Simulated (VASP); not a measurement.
Output of a VASP run:

OUTCAR:
```
 ion  position               nearest neighbor table
   1  0.500  0.500  0.500-   2 2.64   2 2.64   2 2.64   2 2.64   2 2.64   2 2.64   2 2.64   2 2.64
  LATTYP: Found a simple cubic cell.
 ALAT       =     3.0498000000
 Subroutine PRICEL returns:
 Original cell was already a primitive cell.
 Subroutine GETGRP returns: Found 48 space group operations
The static configuration has the point symmetry O_h .
The dynamic configuration has the point symmetry O_h .
 Subroutine INISYM returns: Found 48 space group operations
 Subroutine IBZKPT returns following result:
 Found     20 irreducible k-points:

 Following reciprocal coordinates:
            Coordinates               Weight
  0.000000  0.000000  0.000000      1.000000
  0.166667  0.000000  0.000000      6.000000
  0.333333  0.000000  0.000000      6.000000
  0.500000  0.000000  0.000000      3.000000
  0.166667  0.166667  0.000000     12.000000
  0.333333  0.166667  0.000000     24.000000
  0.500000  0.166667  0.000000     12.000000
  0.333333  0.333333  0.000000     12.000000
  0.500000  0.333333  0.000000     12.000000
  0.500000  0.500000  0.000000      3.000000
  0.166667  0.166667  0.166667      8.000000
  0.333333  0.166667  0.166667     24.000000
  0.500000  0.166667  0.166667     12.000000
  0.333333  0.333333  0.166667     24.000000
  0.500000  0.333333  0.166667     24.000000
  0.500000  0.500000  0.166667      6.000000
  0.333333  0.333333  0.333333      8.000000
  0.500000  0.333333  0.333333     12.000000
  0.500000  0.500000  0.333333      6.000000
  0.500000  0.500000  0.500000      1.000000
   k-points           NKPTS =     20   k-points in BZ     NKDIM =     20   number of bands    NBANDS=     12
   number of dos      NEDOS =    301   number of ions     NIONS =      2
   total plane-waves  NPLWV =   8000
   dimension x,y,z NGX =    20 NGY =   20 NGZ =   20
   dimension x,y,z NGXF=    40 NGYF=   40 NGZF=   40
   ions per type =               1   1
   PREC   = accura    normal or accurate (medium, high low for compatibility)
   ISTART =      0    job   : 0-new  1-cont  2-samecut
   ICHARG =      2    charge: 1-file 2-atom 10-const
   ISPIN  =      1    spin polarized calculation?
   LNONCOLLINEAR =      F non collinear calculations
   LSORBIT =      F    spin-orbit coupling
   INIWAV =      1    electr: 0-lowe 1-rand  2-diag
   ENCUT  =  400.0 eV  29.40 Ry    5.42 a.u.   4.97  4.97  4.97*2*pi/ulx,y,z
   NELM   =    100;   NELMIN=  2; NELMDL= -5     # of ELM steps
   EDIFF  = 0.1E-05   stopping-criterion for ELM
   LREAL  =      F    real-space projection
   NLSPLINE    = F    spline interpolate recip. space projectors
   LMAXMIX     =    4 max onsite mixed and CHGCAR
   VOSKOWN=      0    Vosko Wilk Nusair interpolation
   EDIFFG = 0.1E-04   stopping-criterion for IOM
   NSW    =      0    number of steps for IOM
   NBLOCK =      1;   KBLOCK =      1    inner block; outer block
   IBRION =     -1    ionic relax: 0-MD 1-quasi-New 2-CG
   NFREE  =      0    steps in history (QN), initial steepest desc. (CG)
   ISIF   =      2    stress and relaxation
   ISYM   =      2    0-nonsym 1-usesym 2-fastsym
   TEIN   =    0.0    initial temperature
   TEBEG  =    0.0;   TEEND  =   0.0 temperature during run
   SMASS  =  -3.00    Nose mass-parameter (am)
   PSTRESS=    0.0 pullay stress
   NELECT =      17.0000    total number of electrons
   EFERMI =   0.00;   METHOD = LEGACY
   ISMEAR =     1;   SIGMA  =   0.10  broadening in eV -4-tet -1-fermi 0-gaus
   IALGO  =     38    algorithm
   LDIAG  =      T    sub-space diagonalisation (order eigenvalues)
   IMIX   =      4    mixing-type and parameters
     AMIX     =   0.40;   BMIX     =  1.00
     AMIX_MAG =   1.60;   BMIX_MAG =  1.00
     AMIN     =   0.10
   GGA     = PE    functional components
   VOSKOWN =     0    Vosko Wilk Nusair interpolation
   LHFCALC =     F    Hartree Fock is set to
   LHFONE  =     F    Hartree Fock one center treatment
   AEXX    =    0.0000 exact exchange contribution
...
```

**OSZICAR**
```
       N       E                     dE             d eps       ncg     rms          rms(c)
DAV:   1     0.835245546820E+02    0.83525E+02   -0.82625E+03   528   0.106E+03
DAV:   2    -0.130724021834E+02   -0.96597E+02   -0.92378E+02   540   0.295E+02
DAV:   3    -0.148502861769E+02   -0.17779E+01   -0.17586E+01   548   0.406E+01
DAV:   4    -0.148692252339E+02   -0.18939E-01   -0.18936E-01   588   0.421E+00
DAV:   5    -0.148695556487E+02   -0.33041E-03   -0.33041E-03   564   0.453E-01    0.107E+01
DAV:   6    -0.143137162681E+02    0.55584E+00   -0.36503E+00   504   0.214E+01    0.224E+00
DAV:   7    -0.142350854808E+02    0.78631E-01   -0.32732E-01   500   0.653E+00    0.177E+00
DAV:   8    -0.142178257209E+02    0.17260E-01   -0.27854E-02   500   0.181E+00    0.216E-01
DAV:   9    -0.142174407082E+02    0.38501E-03   -0.89727E-04   536   0.307E-01    0.136E-01
DAV:  10    -0.142174373921E+02    0.33161E-05   -0.91734E-05   564   0.123E-01    0.184E-02
DAV:  11    -0.142174329074E+02    0.44847E-05   -0.15061E-05   532   0.474E-02    0.565E-03
DAV:  12    -0.142174321962E+02    0.71114E-06   -0.20179E-07   256   0.469E-03
   1 F= -.14217432E+02 E0= -.14216171E+02  d E =-.378245E-02
```

### OUTCAR
```
------------------------ aborting loop because EDIFF is reached ----------------------------------------
  FORCE on cell =-STRESS in cart. coord.  units (eV):
  Direction    XX          YY          ZZ          XY          YZ          ZX
  --------------------------------------------------------------------------------------
  Total       -1.5856164     -1.5856164     -1.5856164     -0.0000000     -0.0000000     -0.0000000
  in kB      -89.5559876    -89.5559876    -89.5559876     -0.0000000     -0.0000000     -0.0000000
  external PRESSURE =     -89.5559876 kB  Pullay stress =       0.0000000 kB
  volume of cell :       28.37
      direct lattice vectors                 reciprocal lattice vectors
     3.049800000  0.000000000  0.000000000     0.327890353  0.000000000  0.000000000
     0.000000000  3.049800000  0.000000000     0.000000000  0.327890353  0.000000000
     0.000000000  0.000000000  3.049800000     0.000000000  0.000000000  0.327890353
 POSITION                                       TOTAL-FORCE (eV/Angst)
 -----------------------------------------------------------------------------------
      1.52490      1.52490      1.52490         0.000000      0.000000      0.000000
      0.00000      0.00000      0.00000         0.000000      0.000000      0.000000
 -----------------------------------------------------------------------------------
    total drift:                               -0.000000      0.000000     -0.000000
  FREE ENERGIE OF THE ION-ELECTRON SYSTEM (eV)
  ---------------------------------------------------
  free  energy   TOTEN  =       -14.2174321962 eV

  energy  without entropy=      -14.2136497498  energy(sigma->0) =      -14.21617138
```
(Selected blocks of OUTCAR.)

File POSCAR:
```
RuAl
1
    3.0498000000     0.0000000000     0.0000000000
    0.0000000000     3.0498000000     0.0000000000
    0.0000000000     0.0000000000     3.0498000000
Al Ru
1 1
Direct
  0.5000000000   0.5000000000   0.5000000000
  0.0000000000   0.0000000000   0.0000000000
```

Question: Write an INCAR and KPOINTS that could have produced this output.

Answer: This is not unique; one that fits is the input of the run itself, PBE GGA, plane waves, VASP's PBE PAW potentials (set 64).

**INCAR**
```
SYSTEM = RuAl
PREC = Accurate; ENCUT = 400; LREAL = .False.
LASPH = .True.; KSPACING = 0.35; KGAMMA = .True.
EDIFF = 1E-6; NELM = 100; ALGO = Normal
LMAXMIX = 4
ISMEAR = 1; SIGMA = 0.1
GGA = PE
ISIF = 2
LWAVE = .False.; LCHARG = .False.
```

POTCAR, in this order: Al Ru_pv (PBE.64 set). Program: vasp_std.

The compound is RuAl in the CsCl type structure. The cell was not relaxed at this level. The run is one of a series of settings (KGAMMA = .TRUE., KSPACING = 0.35, KPOINTS file removed against the base run), some of them coarse on purpose. The electron count is odd and the run is not spin-polarised, which forces a metal.
